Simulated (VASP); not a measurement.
Output of a VASP run:

File OSZICAR:
```
       N       E                     dE             d eps       ncg     rms          rms(c)
DAV:   1     0.110566516223E+03    0.11057E+03   -0.93369E+03  2056   0.131E+03
DAV:   2    -0.139019819561E+02   -0.12447E+03   -0.12010E+03  2188   0.349E+02
DAV:   3    -0.160723501933E+02   -0.21704E+01   -0.21351E+01  2388   0.474E+01
DAV:   4    -0.160935084021E+02   -0.21158E-01   -0.21149E-01  2332   0.469E+00
DAV:   5    -0.160940462928E+02   -0.53789E-03   -0.53788E-03  2496   0.631E-01    0.172E+01
DAV:   6    -0.153664765495E+02    0.72757E+00   -0.37402E+00  2124   0.229E+01    0.305E+00
DAV:   7    -0.153110473057E+02    0.55429E-01   -0.19183E-01  2148   0.546E+00    0.283E+00
DAV:   8    -0.152928873535E+02    0.18160E-01   -0.13667E-02  2200   0.919E-01    0.283E-01
DAV:   9    -0.152927850514E+02    0.10230E-03   -0.60209E-04  2376   0.274E-01    0.151E-01
DAV:  10    -0.152927658526E+02    0.19199E-04   -0.77308E-05  2272   0.103E-01    0.778E-03
DAV:  11    -0.152927651892E+02    0.66336E-06   -0.19965E-06  2316   0.134E-02
   1 F= -.10860359E+02 E0= -.10860718E+02  d E =-.108604E+02
```

File OUTCAR:
```
------------------------ aborting loop because EDIFF is reached ----------------------------------------
  FORCE on cell =-STRESS in cart. coord.  units (eV):
  Direction    XX          YY          ZZ          XY          YZ          ZX
  --------------------------------------------------------------------------------------
  Total        4.4331977      4.4331977      4.4331977     -0.0000000      0.0000000     -0.0000000
  in kB      300.0535714    300.0535714    300.0535714     -0.0000000      0.0000000     -0.0000000
  external PRESSURE =       0.0535714 kB  Pullay stress =     300.0000000 kB
  volume of cell :       23.67
      direct lattice vectors                 reciprocal lattice vectors
     2.871284952  0.000000000  0.000000000     0.348276126  0.000000000  0.000000000
     0.000000000  2.871284952  0.000000000     0.000000000  0.348276126  0.000000000
     0.000000000  0.000000000  2.871284952     0.000000000  0.000000000  0.348276126
 POSITION                                       TOTAL-FORCE (eV/Angst)
 -----------------------------------------------------------------------------------
      1.43564      1.43564      1.43564         0.000000      0.000000      0.000000
      0.00000      0.00000      0.00000         0.000000      0.000000      0.000000
 -----------------------------------------------------------------------------------
    total drift:                               -0.000000      0.000000      0.000000
  FREE ENERGIE OF THE ION-ELECTRON SYSTEM (eV)
  ---------------------------------------------------
  free  energy   TOTEN  =       -15.2927651892 eV

  energy  without entropy=      -15.2938417362  energy(sigma->0) =      -15.29312404
  enthalpy is  TOTEN    =       -10.8603589540 eV   P V=        4.4324062352

 reached required accuracy - stopping structural energy minimisation
```
(Selected blocks of OUTCAR.)

**POSCAR**
```
RuAl
1
    2.8712849524     0.0000000000     0.0000000000
    0.0000000000     2.8712849524     0.0000000000
    0.0000000000     0.0000000000     2.8712849524
Al Ru
1 1
Direct
  0.5000000000   0.5000000000   0.5000000000
  0.0000000000   0.0000000000   0.0000000000
```

### Question
Write an INCAR and KPOINTS that could have produced this output.

### Answer
Several could match; the one computed here: the input of the run itself, PBEsol GGA, plane waves, VASP's PBE PAW potentials (set 64).

KPOINTS:
```
Automatic mesh
0
Gamma
13 13 13
0 0 0
```

### INCAR
```
SYSTEM = RuAl
PREC = Accurate; ENCUT = 500; LREAL = .FALSE.
LASPH = .TRUE.
EDIFF = 1E-6; NELM = 100; ALGO = Normal
LMAXMIX = 4
ISMEAR = 1; SIGMA = 0.1
GGA = PS
IBRION = 2; NSW = 40; ISIF = 3
EDIFFG = -0.02; PSTRESS = 300
LWAVE = .FALSE.; LCHARG = .FALSE.
```

POTCAR, in this order: Al Ru_pv (PBE.64 set). Program: vasp_std.

The compound is RuAl in the CsCl type structure. It was relaxed first under an external pressure of 30 GPa. The electron count is odd and the run is not spin-polarised, which forces a metal.
